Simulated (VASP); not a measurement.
Output of a VASP run:

**OUTCAR**
```
 ion  position               nearest neighbor table
   1  0.000  0.000  0.000-   2 2.42   2 2.42   2 2.42   2 2.42
   2  0.250  0.250  0.250-   1 2.42   1 2.42   1 2.42   1 2.42
  LATTYP: Found a face centered cubic cell.
 ALAT       =     5.5775009574
 Subroutine PRICEL returns:
 Original cell was already a primitive cell.
 Subroutine GETGRP returns: Found 24 space group operations
The static configuration has the point symmetry T_d .
The dynamic configuration has the point symmetry T_d .
 Subroutine INISYM returns: Found 24 space group operations
 Subroutine IBZKPT returns following result:
 Found     20 irreducible k-points:

 Following reciprocal coordinates:
            Coordinates               Weight
  0.000000  0.000000  0.000000      1.000000
  0.142857  0.000000  0.000000      8.000000
  0.285714  0.000000  0.000000      8.000000
  0.428571  0.000000  0.000000      8.000000
  0.142857  0.142857  0.000000      6.000000
  0.285714  0.142857  0.000000     24.000000
  0.428571  0.142857  0.000000     24.000000
 -0.428571  0.142857  0.000000     24.000000
 -0.285714  0.142857  0.000000     24.000000
 -0.142857  0.142857  0.000000     12.000000
  0.285714  0.285714  0.000000      6.000000
  0.428571  0.285714  0.000000     24.000000
 -0.428571  0.285714  0.000000     24.000000
 -0.285714  0.285714  0.000000     12.000000
  0.428571  0.428571  0.000000      6.000000
 -0.428571  0.428571  0.000000     12.000000
  0.428571  0.285714  0.142857     24.000000
 -0.428571  0.285714  0.142857     48.000000
 -0.428571  0.428571  0.142857     24.000000
 -0.285714  0.428571  0.142857     24.000000
   k-points           NKPTS =     20   k-points in BZ     NKDIM =     20   number of bands    NBANDS=     13
   number of dos      NEDOS =    301   number of ions     NIONS =      2
   total plane-waves  NPLWV =  27000
   dimension x,y,z NGX =    30 NGY =   30 NGZ =   30
   dimension x,y,z NGXF=    60 NGYF=   60 NGZF=   60
   ions per type =               1   1
   PREC   = accura    normal or accurate (medium, high low for compatibility)
   ISTART =      0    job   : 0-new  1-cont  2-samecut
   ICHARG =      2    charge: 1-file 2-atom 10-const
   ISPIN  =      1    spin polarized calculation?
   LNONCOLLINEAR =      F non collinear calculations
   LSORBIT =      F    spin-orbit coupling
   INIWAV =      1    electr: 0-lowe 1-rand  2-diag
   ENCUT  =  520.0 eV  38.22 Ry    6.18 a.u.   7.33  7.33  7.33*2*pi/ulx,y,z
   NELM   =    100;   NELMIN=  2; NELMDL= -5     # of ELM steps
   EDIFF  = 0.1E-05   stopping-criterion for ELM
   LREAL  =      F    real-space projection
   NLSPLINE    = F    spline interpolate recip. space projectors
   LMAXMIX     =    4 max onsite mixed and CHGCAR
   VOSKOWN=      0    Vosko Wilk Nusair interpolation
   EDIFFG = -.1E-01   stopping-criterion for IOM
   NSW    =     60    number of steps for IOM
   NBLOCK =      1;   KBLOCK =     60    inner block; outer block
   IBRION =      2    ionic relax: 0-MD 1-quasi-New 2-CG
   NFREE  =      1    steps in history (QN), initial steepest desc. (CG)
   ISIF   =      3    stress and relaxation
   ISYM   =      2    0-nonsym 1-usesym 2-fastsym
   TEIN   =    0.0    initial temperature
   TEBEG  =    0.0;   TEEND  =   0.0 temperature during run
   SMASS  =  -3.00    Nose mass-parameter (am)
   PSTRESS=    0.0 pullay stress
   NELECT =      18.0000    total number of electrons
   EFERMI =   0.00;   METHOD = LEGACY
   ISMEAR =     0;   SIGMA  =   0.05  broadening in eV -4-tet -1-fermi 0-gaus
   IALGO  =     38    algorithm
   LDIAG  =      T    sub-space diagonalisation (order eigenvalues)
   IMIX   =      4    mixing-type and parameters
     AMIX     =   0.40;   BMIX     =  1.00
     AMIX_MAG =   1.60;   BMIX_MAG =  1.00
     AMIN     =   0.10
   GGA     = CA    functional components
   VOSKOWN =     0    Vosko Wilk Nusair interpolation
   LHFCALC =     F    Hartree Fock is set to
   LHFONE  =     F    Hartree Fock one center treatment
...
```

OSZICAR:
```
       N       E                     dE             d eps       ncg     rms          rms(c)
DAV:   1     0.860984795913E+02    0.86098E+02   -0.93086E+03   520   0.162E+03
DAV:   2    -0.174955307914E+01   -0.87848E+02   -0.83442E+02   555   0.281E+02
DAV:   3    -0.762501967262E+01   -0.58755E+01   -0.58480E+01   660   0.735E+01
DAV:   4    -0.768207360635E+01   -0.57054E-01   -0.57043E-01   545   0.753E+00
DAV:   5    -0.768238155856E+01   -0.30795E-03   -0.30795E-03   620   0.550E-01    0.547E+00
DAV:   6    -0.740026665866E+01    0.28211E+00   -0.72919E-01   715   0.314E+01    0.408E+00
DAV:   7    -0.737510191691E+01    0.25165E-01   -0.20572E-01   550   0.487E+00    0.166E+00
DAV:   8    -0.737095925784E+01    0.41427E-02   -0.33711E-03   758   0.768E-01    0.453E-01
DAV:   9    -0.737036012791E+01    0.59913E-03   -0.95076E-04   610   0.323E-01    0.619E-02
DAV:  10    -0.737037424028E+01   -0.14112E-04   -0.96591E-05   581   0.112E-01    0.191E-02
DAV:  11    -0.737037171817E+01    0.25221E-05   -0.87556E-06   754   0.562E-02    0.433E-03
DAV:  12    -0.737037170445E+01    0.13712E-07   -0.22136E-06   478   0.117E-02
   1 F= -.73703717E+01 E0= -.73703717E+01  d E =-.737037E+01
```

OUTCAR:
```
------------------------ aborting loop because EDIFF is reached ----------------------------------------
  FORCE on cell =-STRESS in cart. coord.  units (eV):
  Direction    XX          YY          ZZ          XY          YZ          ZX
  --------------------------------------------------------------------------------------
  Total       -0.0055450     -0.0055450     -0.0055450     -0.0000000      0.0000000      0.0000000
  in kB       -0.2048122     -0.2048122     -0.2048122     -0.0000000      0.0000000      0.0000000
  external PRESSURE =      -0.2048122 kB  Pullay stress =       0.0000000 kB
  volume of cell :       43.38
      direct lattice vectors                 reciprocal lattice vectors
     0.000000000  2.788750479  2.788750479    -0.179291767  0.179291767  0.179291767
     2.788750479  0.000000000  2.788750479     0.179291767 -0.179291767  0.179291767
     2.788750479  2.788750479  0.000000000     0.179291767  0.179291767 -0.179291767
  FREE ENERGIE OF THE ION-ELECTRON SYSTEM (eV)
  ---------------------------------------------------
  free  energy   TOTEN  =        -7.3703717045 eV

  energy  without entropy=       -7.3703717045  energy(sigma->0) =       -7.37037170

 reached required accuracy - stopping structural energy minimisation
```
(Selected blocks of OUTCAR.)

### POSCAR
```
ZnSe
1
    0.0000000000     2.7887504787     2.7887504787
    2.7887504787     0.0000000000     2.7887504787
    2.7887504787     2.7887504787     0.0000000000
Zn Se
1 1
Direct
  0.0000000000   0.0000000000   0.0000000000
  0.2500000000   0.2500000000   0.2500000000
```

Q: Reconstruct the remaining input files.

A: One answer among several that fit: the input of the run itself, LDA (Ceperley-Alder, Perdew-Zunger), plane waves, VASP's LDA PAW potentials (set 64).

### KPOINTS
```
Automatic mesh
0
Gamma
7 7 7
0 0 0
```

INCAR:
```
ALGO = Normal
EDIFF = 1E-6
EDIFFG = -0.01
ENCUT = 520
IBRION = 2
ISIF = 3
ISMEAR = 0
LASPH = .TRUE.
LCHARG = .FALSE.
LMAXMIX = 4
LREAL = .FALSE.
LWAVE = .FALSE.
NELM = 100
NSW = 60
PREC = Accurate
SIGMA = 0.05
SYSTEM = ZnSe
```

POTCAR, in this order: Zn Se (LDA.64 set). Program: vasp_std.

The compound is ZnSe in the zinc blende structure. It was relaxed first. The start is the result of an earlier pass.
